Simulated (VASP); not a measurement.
Given:

```yaml
crystal:
  lattice:
    - [0.00000, 2.56801, 2.56801]
    - [2.56801, 0.00000, 2.56801]
    - [2.56801, 2.56801, 0.00000]
  atoms:
    - { symbol: Ru, position: [0.00000, 0.00000, 0.00000] }
    - { symbol: S, position: [0.25000, 0.25000, 0.25000] }
```

Level of theory: PBEsol GGA, VASP's PBE PAW potentials (set 64) (plane waves; VASP 6.6.1). Run with 400 eV cut-off, Gaussian smearing of 0.050 eV, potentials Ru_pv S.

Give the energies of bands 5 to 13 at the high-symmetry points, in eV from the Fermi level.

| band | Γ | X | U | L | W |
|---|---|---|---|---|---|
| 5 | -6.50 | -7.52 | -7.01 | -6.79 | -6.71 |
| 6 | -6.50 | -4.99 | -5.40 | -6.02 | -5.97 |
| 7 | -6.50 | -4.99 | -5.31 | -6.02 | -4.95 |
| 8 | -2.31 | -2.96 | -3.34 | -1.93 | -3.13 |
| 9 | -2.31 | -1.38 | -2.01 | -1.93 | -2.55 |
| 10 | 2.02 | -1.17 | -1.36 | -1.56 | -1.29 |
| 11 | 3.57 | -0.66 | 0.12 | 1.44 | -0.37 |
| 12 | 3.57 | -0.66 | 0.49 | 1.44 | 1.02 |
| 13 | 3.57 | 6.19 | 6.34 | 4.34 | 7.03 |

It has no gap at this level: it comes out as a metal or semimetal.

The structure was generated: RuS was put into the zinc blende type (F-43m), which need not be its known phase. It was relaxed first, which changed the volume by -30 %.
